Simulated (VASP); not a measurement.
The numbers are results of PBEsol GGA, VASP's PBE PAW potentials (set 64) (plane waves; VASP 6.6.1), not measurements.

Input for VASP

KPOINTS:
```
Regular mesh
0
G
 8 8 8
```

### POSCAR
```
ZnS
1
    0.0000000000     2.6803275734     2.6803275734
    2.6803275734     0.0000000000     2.6803275734
    2.6803275734     2.6803275734     0.0000000000
Zn S
1 1
Direct
  0.0000000000   0.0000000000   0.0000000000
  0.2500000000   0.2500000000   0.2500000000
```

### INCAR
```
! general
SYSTEM =ZnS
PREC   =Accurate
ENCUT  =520   ! plane-wave cut-off (eV)
LREAL  =F
LASPH  =T

! electronic loop
EDIFF  =1E-6   ! SCF stop (eV)
NELM   =100   ! most electronic steps
ALGO   =Normal
LMAXMIX=4

! smearing
ISMEAR =0   ! Gaussian
SIGMA  =0.05

! functional
GGA    =PS

! ions
IBRION =2   ! conjugate gradients
NSW    =60   ! most ionic steps
ISIF   =3
EDIFFG =-0.01

! output
LWAVE  =F
LCHARG =F
```

POTCAR, in this order: Zn S (PBE.64 set). Program: vasp_std.

**Question.** Estimate the energy per atom (σ→0), band gap (on the k-mesh).

**Answer.** 
```yaml
energy per atom (σ→0): -3.794 eV/atom
band gap (on the k-mesh): 2.08 eV
```

OSZICAR:
```
...
DAV:   6    -0.760687603146E+01    0.38964E+00   -0.10337E+00  1039   0.403E+01    0.558E+00
DAV:   7    -0.759193588913E+01    0.14940E-01   -0.34643E-01   779   0.621E+00    0.264E+00
DAV:   8    -0.758885793785E+01    0.30780E-02   -0.55187E-03   899   0.747E-01    0.712E-01
DAV:   9    -0.758861359850E+01    0.24434E-03   -0.85607E-04   880   0.361E-01    0.115E-01
DAV:  10    -0.758869690282E+01   -0.83304E-04   -0.18655E-04   866   0.207E-01    0.703E-02
DAV:  11    -0.758869424271E+01    0.26601E-05   -0.53476E-05   899   0.167E-01    0.862E-03
DAV:  12    -0.758869407613E+01    0.16658E-06   -0.23766E-06   653   0.321E-02
   1 F= -.75886941E+01 E0= -.75886941E+01  d E =-.758869E+01
```

The compound is ZnS in the zinc blende structure. It was relaxed first. The start is the result of an earlier pass.
